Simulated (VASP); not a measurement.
Output of a VASP run:

File OSZICAR:
```
       N       E                     dE             d eps       ncg     rms          rms(c)
DAV:   1     0.184196626183E+04    0.18420E+04   -0.13373E+05   744   0.123E+03
DAV:   2    -0.403837067669E+03   -0.22458E+04   -0.21451E+04   944   0.294E+02
DAV:   3    -0.594837335125E+03   -0.19100E+03   -0.18941E+03   856   0.914E+01
DAV:   4    -0.598963658137E+03   -0.41263E+01   -0.40985E+01   864   0.145E+01
DAV:   5    -0.599051163663E+03   -0.87506E-01   -0.87345E-01   848   0.207E+00    0.521E+01
RMM:   6    -0.507390505337E+03    0.91661E+02   -0.36744E+02   736   0.336E+01    0.178E+01
RMM:   7    -0.509881497523E+03   -0.24910E+01   -0.46624E+01   738   0.139E+01    0.129E+01
RMM:   8    -0.509655622019E+03    0.22588E+00   -0.34827E+00   736   0.459E+00    0.194E+00
RMM:   9    -0.509664892213E+03   -0.92702E-02   -0.62201E-01   759   0.156E+00    0.140E+00
RMM:  10    -0.509661811734E+03    0.30805E-02   -0.15079E-01   755   0.733E-01    0.862E-01
RMM:  11    -0.509665998530E+03   -0.41868E-02   -0.39444E-02   742   0.356E-01    0.422E-01
RMM:  12    -0.509670539365E+03   -0.45408E-02   -0.80426E-03   736   0.212E-01    0.242E-01
RMM:  13    -0.509669995535E+03    0.54383E-03   -0.54492E-03   739   0.130E-01    0.568E-02
RMM:  14    -0.509670114032E+03   -0.11850E-03   -0.16859E-03   746   0.770E-02    0.339E-02
RMM:  15    -0.509670111487E+03    0.25449E-05   -0.21269E-04   754   0.295E-02    0.150E-02
RMM:  16    -0.509670115920E+03   -0.44331E-05   -0.61387E-05   645   0.156E-02
   1 F= -.50967012E+03 E0= -.50967012E+03  d E =-.509670E+03  mag=     1.0000
       N       E                     dE             d eps       ncg     rms          rms(c)
DAV:   1    -0.509670576029E+03   -0.46454E-03   -0.11846E-01   816   0.875E-01    0.609E-02
RMM:   2    -0.509670671196E+03   -0.95167E-04   -0.23099E-03   737   0.107E-01    0.362E-02
RMM:   3    -0.509670642265E+03    0.28931E-04   -0.29145E-04   739   0.382E-02    0.216E-02
RMM:   4    -0.509670634122E+03    0.81425E-05   -0.11070E-04   702   0.203E-02    0.703E-03
RMM:   5    -0.509670635042E+03   -0.91936E-06   -0.13758E-05   457   0.781E-03
   2 F= -.50967064E+03 E0= -.50967064E+03  d E =-.519121E-03  mag=     1.0000
       N       E                     dE             d eps       ncg     rms          rms(c)
DAV:   1    -0.509670653206E+03   -0.19083E-04   -0.29193E-03   824   0.137E-01    0.976E-03
RMM:   2    -0.509670655192E+03   -0.19865E-05   -0.55250E-05   577   0.165E-02    0.550E-03
RMM:   3    -0.509670654397E+03    0.79478E-06   -0.64242E-06   438   0.569E-03    0.337E-03
RMM:   4    -0.509670654124E+03    0.27362E-06   -0.22022E-06   433   0.281E-03
   3 F= -.50967065E+03 E0= -.50967065E+03  d E =-.538203E-03  mag=     1.0000
       N       E                     dE             d eps       ncg     rms          rms(c)
DAV:   1    -0.509671020711E+03   -0.36631E-03   -0.90293E-02   784   0.767E-01    0.462E-02
RMM:   2    -0.509671109558E+03   -0.88848E-04   -0.13213E-03   736   0.809E-02    0.235E-02
RMM:   3    -0.509671109482E+03    0.75786E-07   -0.17161E-04   741   0.291E-02    0.149E-02
RMM:   4    -0.509671106347E+03    0.31354E-05   -0.44827E-05   583   0.140E-02
   4 F= -.50967111E+03 E0= -.50967111E+03  d E =-.452223E-03  mag=     1.0000
```

### OUTCAR
```
------------------------ aborting loop because EDIFF is reached ----------------------------------------
  FORCE on cell =-STRESS in cart. coord.  units (eV):
  Direction    XX          YY          ZZ          XY          YZ          ZX
  --------------------------------------------------------------------------------------
  Total       24.8616155     25.0718168     24.2421837     -0.0141152     -0.0908826      0.2606412
  in kB       52.1033326     52.5438584     50.8051681     -0.0295817     -0.1904658      0.5462346
  external PRESSURE =      51.8174530 kB  Pullay stress =       0.0000000 kB
  volume of cell :      764.49
      direct lattice vectors                 reciprocal lattice vectors
     4.693267657 -8.128978018  0.000000000     0.106535582 -0.061508347  0.000000000
     4.693267657  8.128978018  0.000000000     0.106535582  0.061508347  0.000000000
     0.000000000  0.000000000 10.019202615     0.000000000  0.000000000  0.099808342
  FREE ENERGIE OF THE ION-ELECTRON SYSTEM (eV)
  ---------------------------------------------------
  free  energy   TOTEN  =      -509.6711063471 eV

  energy  without entropy=     -509.6711063471  energy(sigma->0) =     -509.67110635

 total charge

# of ion       s       p       d       tot
------------------------------------------
    1        0.367   0.442   0.000   0.809
    2        0.370   0.453   0.000   0.824
    3        0.366   0.432   0.000   0.798
    4        0.366   0.434   0.000   0.800
    5        0.364   0.438   0.000   0.802
    6        0.370   0.453   0.000   0.824
    7        0.368   0.439   0.000   0.807
    8        0.366   0.435   0.000   0.800
    9        0.367   0.442   0.000   0.809
   10        0.367   0.433   0.000   0.800
   11        0.366   0.432   0.000   0.798
   12        0.365   0.437   0.000   0.802
   13        0.367   0.439   0.000   0.807
   14        0.370   0.453   0.000   0.824
   15        0.365   0.432   0.000   0.797
   16        0.366   0.434   0.000   0.800
   17        0.364   0.437   0.000   0.801
   18        0.340   0.420   0.000   0.759
   19        0.368   0.440   0.000   0.809
   20        0.364   0.437   0.000   0.801
   21        0.370   0.453   0.000   0.824
   22        0.368   0.441   0.000   0.809
   23        0.366   0.434   0.000   0.800
   24        0.367   0.439   0.000   0.807
   25        0.365   0.430   0.000   0.795
   26        0.365   0.432   0.000   0.797
   27        0.367   0.439   0.000   0.806
   28        0.367   0.439   0.000   0.807
   29        0.370   0.453   0.000   0.824
   30        0.365   0.431   0.000   0.797
   31        0.366   0.435   0.000   0.800
   32        0.367   0.442   0.000   0.809
   33        0.370   0.453   0.000   0.824
   34        0.366   0.431   0.000   0.797
   35        0.366   0.434   0.000   0.800
   36        1.238   2.589   0.000   3.827
   37        1.240   2.602   0.000   3.842
   38        1.240   2.584   0.000   3.824
   39        1.239   2.575   0.000   3.814
   40        1.252   2.552   0.000   3.804
   41        1.240   2.602   0.000   3.842
   42        1.245   2.610   0.000   3.854
   43        1.239   2.575   0.000   3.814
   44        1.238   2.590   0.000   3.828
   45        1.239   2.592   0.000   3.831
   46        1.240   2.584   0.000   3.824
   47        1.240   2.585   0.000   3.825
   48        1.240   2.595   0.000   3.835
...
```
(Selected blocks of OUTCAR.)

### POSCAR
```
Al35GeN36
1
    4.6932676572    -8.1289780182     0.0000000000
    4.6932676572     8.1289780182     0.0000000000
    0.0000000000     0.0000000000    10.0192026154
Al N Ge
35 36 1
Direct
  0.2212675807   0.1099220374   0.2500035316
  0.1076070241   0.2179385509   0.0011390151
  0.2230811386   0.1125954296   0.7476662917
  0.1106792593   0.2234813833   0.4966487230
  0.2230301310   0.4446104514   0.2369219541
  0.1077122395   0.5557573388   0.0011592040
  0.2199389427   0.4432383894   0.7609731664
  0.1108992142   0.5536685778   0.4965327608
  0.2212577404   0.7779263469   0.2498384036
  0.1109453126   0.8887303881   0.9982001688
  0.2230361294   0.7768247669   0.7479468827
  0.1108651764   0.8886938194   0.5000371081
  0.5552104989   0.1105910274   0.2505251627
  0.4437652670   0.2180236021   0.0016717730
  0.5552097793   0.1108017817   0.7477278371
  0.4456884028   0.2239512439   0.4968083294
  0.5543488140   0.4447464160   0.2377391811
  0.4446537684   0.5554985218   0.9768144310
  0.5572869794   0.4428206356   0.7614011281
  0.5542078501   0.7754677925   0.2379583999
  0.4438425298   0.8921263323   0.0018952337
  0.5574359574   0.7811309424   0.7618636106
  0.4453522529   0.8879713574   0.4970128887
  0.8884140297   0.1107698984   0.2501415328
  0.7775160394   0.2219272393   0.9968851582
  0.8893057944   0.1108411515   0.7476578037
  0.7773959753   0.2216948492   0.4992948989
  0.8885388847   0.4440215373   0.2502032136
  0.7814804942   0.5557223839   0.0017312637
  0.8891787226   0.4447376799   0.7474268768
  0.7755021056   0.5537492944   0.4967480565
  0.8895713929   0.7780753588   0.2502924576
  0.7816794783   0.8921431082   0.0018931276
  0.8874277234   0.7768194662   0.7479500513
  0.7752459885   0.8877363335   0.4969863953
  0.2218856552   0.1108670936   0.4413507464
  0.1087529407   0.2174314002   0.1905905288
  0.2223041658   0.1109917486   0.9391843968
  0.1125997655   0.2247254502   0.6886733126
  0.2114234316   0.4388051094   0.4256327924
  0.1088694800   0.5577459200   0.1905968600
  0.2062681237   0.4363071387   0.9522382503
  0.1125279460   0.5543776839   0.6885512109
  0.2217237807   0.7774792465   0.4411574805
  0.1107469628   0.8886960051   0.1903466179
  0.2222671718   0.7775450664   0.9394807398
  0.1111749376   0.8887001203   0.6908207728
  0.5557137072   0.1109458430   0.4412546998
  0.4416509897   0.2175084105   0.1912395308
  0.5549826503   0.1106723115   0.9386734913
  0.4456591208   0.2245669290   0.6887628230
  0.5594405201   0.4400285748   0.4268529790
  0.4440054759   0.5549478816   0.1786245304
  0.5636513983   0.4361198623   0.9526263690
  0.4452876690   0.5560766453   0.7784106505
  0.5590055168   0.7853609729   0.4272398294
  0.4416487365   0.8901693249   0.1913680173
  0.5636105337   0.7939443499   0.9529397591
  0.4455171302   0.8873871505   0.6889706269
  0.8877605244   0.1105257289   0.4409753913
  0.7772820483   0.2218918992   0.1894549069
  0.8888936193   0.1107188734   0.9385756542
  0.7778822189   0.2220775667   0.6903509737
  0.8879101778   0.4433553134   0.4409806447
  0.7816724372   0.5577027397   0.1912536230
  0.8889340038   0.4445747667   0.9383859324
  0.7754485298   0.5543580543   0.6886775366
  0.8886726553   0.7774646488   0.4415362342
  0.7814695038   0.8902121570   0.1913821713
  0.8884813090   0.7772990824   0.9395107335
  0.7754918000   0.8873802533   0.6888878543
  0.4421217445   0.5539552434   0.5069633072
```

Question: Reconstruct the remaining input files.

Answer: Several could match; the one computed here: the input of the run itself, PBE GGA, plane waves, VASP's PBE PAW potentials (set 64).

**KPOINTS**
```
Automatic mesh
0
G
  1 1 1
```

INCAR:
```
# general
SYSTEM   =  Al35GeN36
PREC     =  Normal
ENCUT    =  400   # plane-wave cut-off (eV)
LREAL    =  Auto   # projection in real space or not
LASPH    =  .TRUE.   # aspherical one-centre terms
ISYM     =  0
NELECT   =  291.0

# electronic loop
EDIFF    =  1E-5   # SCF stop (eV)
NELM     =  100   # most electronic steps
NELMIN   =  4
ALGO     =  Fast
LMAXMIX  =  4   # l cut-off of mixed one-centre charges

# smearing
ISMEAR   =  0   # Gaussian
SIGMA    =  0.05

# functional
GGA      =  PE   # PBE

# spin
ISPIN    =  2
MAGMOM   =  72*0.0139
NUPDOWN  =  1

# ions
IBRION   =  2   # conjugate gradients
NSW      =  120   # most ionic steps
ISIF     =  2   # forces and stress, cell fixed
EDIFFG   =  -0.03   # ionic stop

# output
LWAVE    =  .FALSE.
LCHARG   =  .FALSE.
LORBIT   =  10
```

POTCAR, in this order: Al N Ge (PBE.64 set). Program: vasp_gam.

At this cut-off the stress carries a Pulay error, which pulls relaxed volumes low. The cell is charged, with a uniform compensating background. The supercell is sampled at Γ alone, which is coarse: total energies, pressure and levels can be off, energies of defects by several tenths of an eV.

The cell is a supercell with a defect, built from AlN (wurtzite): Ge_Al, charge -2.
